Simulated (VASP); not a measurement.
# What goes wrong when Mg (Magnesium) is relaxed with a bad input

Some relaxations of Mg (Magnesium) get a fault in the input on purpose. Which of them show, and how? The starting structure is a measured crystal structure from the Crystallography Open Database.

Calculated with VASP 6.6.1; Kohn-Sham DFT with plane waves and PAW; PBEsol.

## 1. Starting point

It takes space group P6_3/mmc (No. 194, hexagonal). Conventional cell: a = 3.209 Å, b = 3.209 Å, c = 5.210 Å, α = 90.00°, β = 90.00°, γ = 120.00°. Nearest to Mg lie 12 Mg at 3.20 to 3.21 Å.

## 2. Reference relaxation

INCAR reads:

```
SYSTEM = Mg
PREC = Accurate
ENCUT = 450
EDIFF = 1E-06
NELM = 100
ISMEAR = 1
SIGMA = 0.1
LREAL = .FALSE.
ALGO = Normal
GGA = PS
LORBIT = 11
LWAVE = .FALSE.
LCHARG = .FALSE.
KPAR = 2
IBRION = 2
NSW = 50
ISIF = 3
EDIFFG = -0.01
```

POSCAR reads:

```
Mg
1.0
    3.2093000000      0.0000000000      0.0000000000
   -1.6046500000      2.7793353284      0.0000000000
    0.0000000000      0.0000000000      5.2103000000
Mg
2
Direct
    0.6666666667      0.3333333333      0.7500000000
    0.3333333333      0.6666666667      0.2500000000
```

KPOINTS reads:

```
Automatic mesh
0
Gamma
10 10 6
0 0 0
```

The projector-augmented-wave data sets are Mg (PBE family, release 64).

Command:

```bash
> mpirun -np 2 vasp_std
```

What it wrote:

```text
[banner, memory and clock lines left out]
running    2 mpi-ranks, on    1 nodes
 distrk:  each k-point on    1 cores,    2 groups
 distr:  one band on    1 cores,    1 groups

 POSCAR found type information on POSCAR Mg
 POSCAR found :  1 types and       2 ions
|                                                                             |
|               ----> ADVICE to this user running VASP <----                  |
|                                                                             |
|     You enforced a specific xc type in the INCAR file but a different       |
|     [... a line on the potential file left out ...]
|     I HOPE YOU KNOW WHAT YOU ARE DOING!                                     |
|                                                                             |

 LDA part: xc-table for (Slater+PW92), standard interpolation
 POSCAR, INCAR and KPOINTS ok, starting setup
 FFT: planning ... GRIDC
 FFT: planning ... GRID_SOFT
 FFT: planning ... GRID
 WAVECAR not read
 entering main loop
       N       E                     dE             d eps       ncg     rms          rms(c)
DAV:   1    -0.510434740146E+00   -0.51043E+00   -0.11538E+03   672   0.417E+02
DAV:   2    -0.343156141540E+01   -0.29211E+01   -0.26847E+01   876   0.274E+01
DAV:   3    -0.345648941649E+01   -0.24928E-01   -0.24893E-01   978   0.323E+00
DAV:   4    -0.345654387474E+01   -0.54458E-04   -0.54457E-04   954   0.135E-01
DAV:   5    -0.345654408891E+01   -0.21417E-06   -0.21415E-06   924   0.611E-03    0.948E-01
DAV:   6    -0.344620555150E+01    0.10339E-01   -0.66249E-04   894   0.234E-01    0.604E-01
DAV:   7    -0.343676709275E+01    0.94385E-02   -0.27159E-03   738   0.425E-01    0.315E-02
DAV:   8    -0.343677243349E+01   -0.53407E-05   -0.15664E-05  1080   0.346E-02    0.620E-03
DAV:   9    -0.343677204321E+01    0.39028E-06   -0.87437E-07   726   0.581E-03
   1 F= -.34367720E+01 E0= -.34363705E+01  d E =-.343677E+01
[...]
2 F= -.34419872E+01 E0= -.34415655E+01  d E =-.521516E-02
[...]
3 F= -.34426017E+01 E0= -.34421424E+01  d E =-.582968E-02
[...]
4 F= -.34426030E+01 E0= -.34421418E+01  d E =-.583095E-02
[...]
5 F= -.34427333E+01 E0= -.34422499E+01  d E =-.130261E-03
 trial-energy change:   -0.000130  1 .order   -0.000131   -0.000217   -0.000045
 step:   1.3812(harm=  1.3812)  dis= 0.00000  next Energy=    -3.442740 (dE=-0.137E-03)
 bond charge predicted
       N       E                     dE             d eps       ncg     rms          rms(c)
DAV:   1    -0.344273946467E+01   -0.62189E-05   -0.41858E-05   930   0.357E-02    0.235E-03
DAV:   2    -0.344273932537E+01    0.13930E-06   -0.19320E-07   558   0.322E-03
   6 F= -.34427393E+01 E0= -.34422523E+01  d E =-.136333E-03
 curvature:  -0.71 expect dE=-0.244E-05 dE for cont linesearch -0.146E-07
 trial: gam=-0.01748 g(F)=  0.101E-51 g(S)=  0.343E-05 ort = 0.205E-05 (trialstep = 0.115E+01)
 search vector abs. value=  0.342E-05
 reached required accuracy - stopping structural energy minimisation
```

The job ended after 6.6 s (2 MPI ranks of Intel Xeon 6975P-C (Granite Rapids), shared host; peak memory 0.28 GiB; 12 s of CPU time).

Lines that name or quote the potential files are left out of all logs, and their timing lines are given in words.

Parts of OUTCAR (step 2):

```text
ion  position               nearest neighbor table
   1  0.667  0.333  0.750-   2 3.20   2 3.20   2 3.20   2 3.20   2 3.20   2 3.20
   2  0.333  0.667  0.250-   1 3.20   1 3.20   1 3.20   1 3.20   1 3.20   1 3.20

  LATTYP: Found a hexagonal cell.
 ALAT       =     3.2093000000
 C/A-ratio  =     1.6235004518

 Subroutine GETGRP returns: Found 24 space group operations
 (whereof 12 operations were pure point group operations)

The static configuration has the point symmetry D_3d.
 The point group associated with its full space group is D_6h.

 Found     56 irreducible k-points:

   k-points           NKPTS =     56   k-points in BZ     NKDIM =     56   number of bands    NBANDS=      6

   dimension x,y,z NGX =    24 NGY =   24 NGZ =   36
   dimension x,y,z NGXF=    48 NGYF=   48 NGZF=   72

   ENCUT  =  450.0 eV  33.07 Ry    5.75 a.u.   5.55  5.55  9.01*2*pi/ulx,y,z

   NELECT =       4.0000    total number of electrons

 k-points in reciprocal lattice and weights: Automatic mesh
   0.00000000  0.00000000  0.00000000       0.002
   0.10000000  0.00000000  0.00000000       0.010
   0.20000000  0.00000000  0.00000000       0.010
   0.30000000  0.00000000  0.00000000       0.010
   0.40000000  0.00000000  0.00000000       0.010
   0.50000000  0.00000000  0.00000000       0.005
   0.10000000  0.10000000  0.00000000       0.010
   0.20000000  0.10000000  0.00000000       0.020
   0.30000000  0.10000000  0.00000000       0.020
[...]
0.40000000  0.20000000  0.50000000       0.010
   0.30000000  0.30000000  0.50000000       0.010

 average (electrostatic) potential at core
       1 -38.8071       2 -38.8071

 E-fermi :   2.8142

 k-point     1 :       0.0000    0.0000    0.0000
  band No.  band energies     occupation
      1      -4.3219      2.00000
      2       0.8898      2.00000
      3       1.3043      2.00000
      4      13.8670      0.00000
      5      13.8670      0.00000
      6      14.0546      0.00000

 k-point     2 :       0.1000    0.0000    0.0000
  band No.  band energies     occupation
      1      -4.1209      2.00000
      2       1.0735      2.00000
      3       1.4995      2.00000
      4      11.0499      0.00000
      5      12.4600      0.00000
      6      13.2146      0.00000

 k-point     3 :       0.2000    0.0000    0.0000
  band No.  band energies     occupation
      1      -3.5204      2.00000
      2       1.6248      2.00000
      3       2.0735      2.00000
      4       8.0256      0.00000
      5      11.2908      0.00000
      6      11.6554      0.00000

  Total        0.0078655      0.0078655      0.0042962      0.0000000      0.0000000      0.0000000
  in kB        0.2791955      0.2791955      0.1524975      0.0000000      0.0000000      0.0000000
  external PRESSURE =       0.2369628 kB  Pullay stress =       0.0000000 kB

  energy-cutoff  :      450.00
  volume of cell :       45.14
      direct lattice vectors                 reciprocal lattice vectors
     3.162266215 -0.000000000 -0.000000000     0.316228911  0.182574847 -0.000000000
    -1.581133108  2.738602876  0.000000000     0.000000000  0.365149693 -0.000000000
     0.000000000  0.000000000  5.211956301    -0.000000000 -0.000000000  0.191866536

 POSITION                                       TOTAL-FORCE (eV/Angst)
 -----------------------------------------------------------------------------------
      1.58113      0.91287      3.90897        -0.000000      0.000000      0.000000
     -0.00000      1.82574      1.30299         0.000000     -0.000000     -0.000000
 -----------------------------------------------------------------------------------
    total drift:                                0.000000     -0.000000      0.000000

  FREE ENERGIE OF THE ION-ELECTRON SYSTEM (eV)
  ---------------------------------------------------
  free  energy   TOTEN  =        -3.4427393254 eV

  energy  without entropy=       -3.4412781759  energy(sigma->0) =       -3.44225228

 reached required accuracy - stopping structural energy minimisation

 total charge
# of ion       s       p       d       tot
------------------------------------------
    1        0.212   0.127   0.012   0.351
    2        0.212   0.127   0.012   0.351
--------------------------------------------------
tot          0.424   0.255   0.024   0.703

[... 3 further parts left out ...]
```

CONTCAR:

```
Mg
   1.00000000000000
     3.1622662152000425   -0.0000000000000000   -0.0000000000000000
    -1.5811331076000212    2.7386028759255865    0.0000000000000000
     0.0000000000000000    0.0000000000000000    5.2119563010913046
  Mg
     2
Direct
     0.6666666667000030    0.3333333332999970    0.7500000000000000
     0.3333333332999970    0.6666666667000030    0.2500000000000000
```

The run shows no gap at this level; if that holds and bands cross the Fermi level widely, this k-mesh is coarse for it. The PAW data sets were made with PBE, which is usual practice but a small mismatch for other functionals. The run keeps the 24 symmetry operations of its start, so it cannot find a distortion of lower symmetry.

The reference relaxation ends at 22.568 Å³ an atom.

## 3. Relaxation with a cutoff far too low

A slip made on purpose: a cutoff far too low. Against step 2 the input has PREC = Normal and ENCUT = 110 (also changed: NELM).

Changes to INCAR since step 2:

```diff
@@ -1,6 +1,6 @@
 SYSTEM = Mg
-PREC = Accurate
-ENCUT = 450
+PREC = Normal
+ENCUT = 110
 EDIFF = 1E-06
-NELM = 100
+NELM = 60
 ISMEAR = 1
```

POSCAR is that of step 2.

KPOINTS is that of step 2.

Command:

```bash
> mpirun -np 2 vasp_std
```

What it wrote:

```text
[banner, memory and clock lines left out]
running    2 mpi-ranks, on    1 nodes
[...]
[... a notice as in an earlier step ...]

 LDA part: xc-table for (Slater+PW92), standard interpolation
 POSCAR, INCAR and KPOINTS ok, starting setup
[...]
entering main loop
       N       E                     dE             d eps       ncg     rms          rms(c)
DAV:   1    -0.283357723872E+01   -0.28336E+01   -0.52091E+02   702   0.134E+02
DAV:   2    -0.345633594837E+01   -0.62276E+00   -0.61016E+00   990   0.111E+01
DAV:   3    -0.345803801000E+01   -0.17021E-02   -0.17012E-02   858   0.759E-01
DAV:   4    -0.345803858412E+01   -0.57412E-06   -0.57402E-06   996   0.113E-02
[...]
DAV:   8    -0.343876341730E+01   -0.29020E-05   -0.11604E-05   918   0.230E-02    0.660E-03
DAV:   9    -0.343876104653E+01    0.23708E-05   -0.10797E-06   804   0.584E-03    0.912E-04
DAV:  10    -0.343876093367E+01    0.11286E-06   -0.60500E-09   468   0.464E-04
   1 F= -.34387609E+01 E0= -.34383196E+01  d E =-.343876E+01
[... from here on, the cycles between the ionic steps are left out ...]
   2 F= -.34460488E+01 E0= -.34456047E+01  d E =-.728789E-02
   3 F= -.34466750E+01 E0= -.34462180E+01  d E =-.791402E-02
   4 F= -.34466753E+01 E0= -.34462179E+01  d E =-.791433E-02
   5 F= -.34468478E+01 E0= -.34463722E+01  d E =-.172546E-03
   6 F= -.34468556E+01 E0= -.34463782E+01  d E =-.180325E-03
[...]
reached required accuracy - stopping structural energy minimisation
```

Elapsed: 1.2 s, on 2 MPI ranks; peak memory 0.17 GiB.

OUTCAR, selected parts (step 3):

```text
  Total        0.0107186      0.0107186      0.0068221      0.0000000     -0.0000000     -0.0000000
  in kB        0.3827100      0.3827100      0.2435863      0.0000000     -0.0000000     -0.0000000
  external PRESSURE =       0.3363354 kB  Pullay stress =       0.0000000 kB

 POSITION                                       TOTAL-FORCE (eV/Angst)
 -----------------------------------------------------------------------------------
      1.57796      0.91104      3.90173         0.000000     -0.000000      0.000000
     -0.00000      1.82207      1.30058        -0.000000      0.000000      0.000000
 -----------------------------------------------------------------------------------
    total drift:                                0.000000     -0.000000      0.000000

  FREE ENERGIE OF THE ION-ELECTRON SYSTEM (eV)
  ---------------------------------------------------
  free  energy   TOTEN  =        -3.4468555913 eV

  energy  without entropy=       -3.4454233004  energy(sigma->0) =       -3.44637816

[... 2 parts as in an earlier step ...]

[... 2 further parts left out ...]
[key lines of the parts left out:]
E-fermi :   2.8617
```

With a cutoff far too low the cell ends at 22.436 Å³ an atom, -0.59 % from the reference.

## 4. Relaxation with the cell held fixed (ISIF = 2)

A slip made on purpose: the cell held fixed (ISIF = 2). Against step 2 the input has ISIF = 2 (also changed: NELM).

Changes to INCAR since step 3:

```diff
@@ -1,4 +1,4 @@
 SYSTEM = Mg
-PREC = Normal
-ENCUT = 110
+PREC = Accurate
+ENCUT = 450
 EDIFF = 1E-06
@@ -16,3 +16,3 @@
 NSW = 50
-ISIF = 3
+ISIF = 2
 EDIFFG = -0.01
```

POSCAR is that of step 3.

KPOINTS is that of step 3.

Command:

```bash
> mpirun -np 2 vasp_std
```

What it wrote:

```text
[... set-up lines as in an earlier step ...]
 entering main loop
       N       E                     dE             d eps       ncg     rms          rms(c)
[... 9 cycles as in an earlier step ...]
   1 F= -.34367720E+01 E0= -.34363705E+01  d E =-.343677E+01
[...]
reached required accuracy - stopping structural energy minimisation
```

Wall time 2.4 s (2 MPI ranks); peak memory 0.28 GiB.

Parts of OUTCAR (step 4):

```text
  Total       -0.3950244     -0.3950244     -0.0735645      0.0000000      0.0000000      0.0000000
  in kB      -13.6182235    -13.6182235     -2.5360902      0.0000000      0.0000000      0.0000000
  external PRESSURE =      -9.9241791 kB  Pullay stress =       0.0000000 kB

 POSITION                                       TOTAL-FORCE (eV/Angst)
 -----------------------------------------------------------------------------------
      1.60465      0.92645      3.90773        -0.000000      0.000000      0.000000
     -0.00000      1.85289      1.30258         0.000000      0.000000      0.000000
 -----------------------------------------------------------------------------------
    total drift:                                0.000000     -0.000000      0.000000

  FREE ENERGIE OF THE ION-ELECTRON SYSTEM (eV)
  ---------------------------------------------------
  free  energy   TOTEN  =        -3.4367720432 eV

  energy  without entropy=       -3.4355673636  energy(sigma->0) =       -3.43637048

[... 2 parts as in an earlier step ...]

[... 2 further parts left out ...]
[key lines of the parts left out:]
E-fermi :   2.6388
```

With the cell held fixed (ISIF = 2) the cell ends at 23.237 Å³ an atom, +2.96 % from the reference.

## 5. Relaxation with a functional's name that the tag doesn't take

A slip made on purpose: a functional's name that the tag doesn't take. Against step 2 the input has GGA = PBESOL (also changed: NELM).

Changes to INCAR since step 4:

```diff
@@ -9,3 +9,3 @@
 ALGO = Normal
-GGA = PS
+GGA = PBESOL
 LORBIT = 11
@@ -16,3 +16,3 @@
 NSW = 50
-ISIF = 2
+ISIF = 3
 EDIFFG = -0.01
```

POSCAR is that of step 4.

KPOINTS is that of step 4.

Command:

```bash
> mpirun -np 2 vasp_std
```

What it wrote:

```text
[banner, memory and clock lines left out]
running    2 mpi-ranks, on    1 nodes
[...]
|                                                                             |
|     EEEEEEE  RRRRRR   RRRRRR   OOOOOOO  RRRRRR      ###     ###     ###     |
|     E        R     R  R     R  O     O  R     R     ###     ###     ###     |
|     E        R     R  R     R  O     O  R     R     ###     ###     ###     |
|     EEEEE    RRRRRR   RRRRRR   O     O  RRRRRR       #       #       #      |
|     E        R   R    R   R    O     O  R   R                               |
|     E        R    R   R    R   O     O  R    R      ###     ###     ###     |
|     EEEEEEE  R     R  R     R  OOOOOOO  R     R     ###     ###     ###     |
|                                                                             |
|     Error: One of the selected functionals does not exist.                  |
|                                                                             |
|       ---->  I REFUSE TO CONTINUE WITH THIS SICK JOB ... BYE!!! <----       |
|                                                                             |

1
1
```

It took 2.6 s on 2 MPI ranks.

VASP stopped with this message: “Error: One of the selected functionals does not exist”.

## 6. Relaxation with too few ionic steps

A slip made on purpose: too few ionic steps. Against step 2 the input has NSW = 2 (also changed: NELM).

Changes to INCAR since step 5:

```diff
@@ -9,3 +9,3 @@
 ALGO = Normal
-GGA = PBESOL
+GGA = PS
 LORBIT = 11
@@ -15,3 +15,3 @@
 IBRION = 2
-NSW = 50
+NSW = 2
 ISIF = 3
```

POSCAR is that of step 5.

KPOINTS is that of step 5.

Command:

```bash
> mpirun -np 2 vasp_std
```

What it wrote:

```text
[... set-up lines as in an earlier step ...]
 entering main loop
       N       E                     dE             d eps       ncg     rms          rms(c)
[... 9 cycles as in an earlier step ...]
   1 F= -.34367720E+01 E0= -.34363705E+01  d E =-.343677E+01
[...]
N       E                     dE             d eps       ncg     rms          rms(c)
[... 4 cycles as in an earlier step ...]
   2 F= -.34419872E+01 E0= -.34415655E+01  d E =-.521516E-02
 trial-energy change:   -0.005215  1 .order   -0.005126   -0.007659   -0.002594
 step:   1.4447(harm=  1.5123)  dis= 0.00000  next Energy=    -3.442572 (dE=-0.580E-02)
```

Elapsed: 3 s, on 2 MPI ranks; peak memory 0.28 GiB.

Parts of OUTCAR (step 6):

```text
  Total       -0.1408694     -0.1408694      0.0508762      0.0000000      0.0000000      0.0000000
  in kB       -4.9590727     -4.9590727      1.7910129      0.0000000      0.0000000      0.0000000
  external PRESSURE =      -2.7090442 kB  Pullay stress =       0.0000000 kB

 POSITION                                       TOTAL-FORCE (eV/Angst)
 -----------------------------------------------------------------------------------
      1.58936      0.91762      3.90079         0.000000     -0.000000     -0.000000
     -0.00000      1.83523      1.30026        -0.000000      0.000000      0.000000
 -----------------------------------------------------------------------------------
    total drift:                                0.000000     -0.000000      0.000000

  FREE ENERGIE OF THE ION-ELECTRON SYSTEM (eV)
  ---------------------------------------------------
  free  energy   TOTEN  =        -3.4419872024 eV

  energy  without entropy=       -3.4407220284  energy(sigma->0) =       -3.44156548

[... 1 part as in an earlier step ...]

[... 2 further parts left out ...]
[key lines of the parts left out:]
E-fermi :   2.7582
```

The relaxation used up its 2 ionic steps (NSW) before forces and stress met EDIFFG.

## 7. Comparison

| run | ended | volume (Å³/atom) | change (%) | pressure left (GPa) | core minutes |
| --- | --- | --- | --- | --- | --- |
| reference | converged | 22.568 | - | 0.02 | 0.22 |
| a cutoff far too low | converged | 22.436 | -0.59 | 0.03 | 0.04 |
| the cell held fixed (ISIF = 2) | converged | 23.237 | 2.96 | -0.99 | 0.08 |
| a functional's name that the tag doesn't take | stopped by VASP | - | - | - | 0.0867 |
| too few ionic steps | not converged | - | - | - | 0.1 |

Core minutes are wall time times ranks, summed over the relaxations behind a row (those for a bulk modulus apart), on shared hosts.

## 8. Results

* volume of the reference: 22.57 Å³/atom
* volume against the reference, a cutoff far too low: -0.59 %
* volume against the reference, the cell held fixed (ISIF = 2): +2.96 %
* run with a functional's name that the tag doesn't take: stopped by VASP
* run with too few ionic steps: not converged

VASP stopped by itself in the run with a functional's name that the tag doesn't take. The run with too few ionic steps didn't converge. Finished, but with signs in the output that stand out against the reference: the cell held fixed (ISIF = 2), with the volume kept at the input's, +3.0 % from the reference (signs: a stress of up to 1.4 GPa). Finished, and of the signs looked for here (warnings, stress, forces, entropy, moments, translations away from zero, imaginary modes) none stands out against the reference by the marks set here, though the cell is off: a cutoff far too low, with the volume changed by -0.6 %. Further runs on this material are not shown.

[Lines on the potential files, build, host, timing and source positions are cut from VASP's logs without a mark.]

[Logs are printed without paths, hosts, clocks, repeated set-up lines and the standing remarks that a program may print on its own settings, such as how far it seeks lower states.]

[Hosts, paths, dates, database ids (printed as entryN), source tags and the programs' standing remarks are cut or masked in the printed files.]
